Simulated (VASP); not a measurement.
Energy against volume of CoSi2 (fluorite). All values below come from LDA (Ceperley-Alder, Perdew-Zunger), VASP's LDA PAW potentials (set 64) (plane waves; VASP). Numerical set-up: 520 eV cut-off, 10×10×10 Γ-centred mesh, first-order Methfessel-Paxton smearing of 0.10 eV, potentials Co Si.

| V (Å³/atom) | E (eV/atom) |
|---|---|
| 11.887 | -7.30341 |
| 12.255 | -7.31021 |
| 12.623 | -7.30299 |
| 12.990 | -7.28392 |

Task: Fit these four points and predict the energy of the run at 11.520 Å³/atom.

Result: A cubic in V^(−2/3), the third-order Birch-Murnaghan form, passes through the four points with V0 = 12.24 Å³/atom and B0 = 204 GPa, and gives -7.2802 eV/atom there. The run gave -7.2801 eV/atom, +0.1 meV/atom from the fit; all five points give B0 = 204 GPa.

The compound is CoSi2 in the fluorite structure. It was relaxed first. The run is not spin-polarised, so no magnetic state was tried.
